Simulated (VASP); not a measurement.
Wanted: the native input for a VASP 6.6.1 run.

```yaml
Task: single point
Functional: PBE
Potentials_or_basis: VASP PAW PBE potentials, release 64 (S, B, In_d, Cd)
Cutoff: 520 eV
k_mesh: 5 × 5 × 2, shifted
Occupations: fermi-dirac, width 0.0478 eV
Spin: no spin polarisation
Dipole_correction: no
Further_INCAR_settings: ALGO = Normal; EDIFF = 1e-06; NBANDS = 35
```

The structure of CdInBS4 lies in POSCAR:

```
CdInBS4
1.0
    3.8382460000      0.0743040000     -0.0949970000
   -1.8547740000      3.2882800000      0.1337730000
   -0.3087690000      0.3238010000     12.5033610000
S B In Cd
4 1 1 1
Direct
    0.0207630000      0.9855640000      0.3582750000
    0.3913730000      0.6730660000      0.1053320000
    0.6014220000      0.3035250000      0.9267570000
    0.3479370000      0.7294120000      0.5888680000
    0.2746520000      0.6429480000      0.2880660000
    0.3157570000      0.6283240000      0.8081760000
    0.0774820000      0.0327490000      0.5400020000
```

The cell was built by a generator and needn't be a form met in nature.

These files were run (other wordings do the same):

INCAR

```
SYSTEM = CdInBS4
PREC = Accurate
ENCUT = 520
EDIFF = 1E-6
ISMEAR = -1
SIGMA = 0.0478
LREAL = .FALSE.
LASPH = .TRUE.
NELM = 60
ALGO = Normal
ISIF = 2
LWAVE = .FALSE.
LCHARG = .FALSE.
GGA = PE
NBANDS = 35
```

KPOINTS

```
Automatic mesh
0
Gamma
  5 5 2
  0 0 0.5
```

Potentials or basis: VASP PAW PBE potentials, release 64 (S, B, In_d, Cd).

Run with:

```sh
$ cat potpaw_PBE.64/S/POTCAR potpaw_PBE.64/B/POTCAR potpaw_PBE.64/In_d/POTCAR potpaw_PBE.64/Cd/POTCAR > POTCAR
$ mpirun -np 1 vasp_std > vasp.out
```

Results of the run:

```json
{
  "Pressure": "6.2 GPa",
  "Largest force": "12.468 eV/Å",
  "Band gap on the k mesh": "none (metal or under the smearing width)"
}
```

Caveat: the k mesh is coarse (spacing up to 0.38 Å⁻¹), so the values aren't converged; forces of over 1 eV/Å show positions far from the minimum, so gaps and moduli don't describe the material at rest.

Run time: 2.5 min on 1 thread of Intel(R) Xeon(R) Platinum 8375C CPU @ 2.90GHz (Ice Lake), with other jobs on the host, peak memory 0.35 GiB.
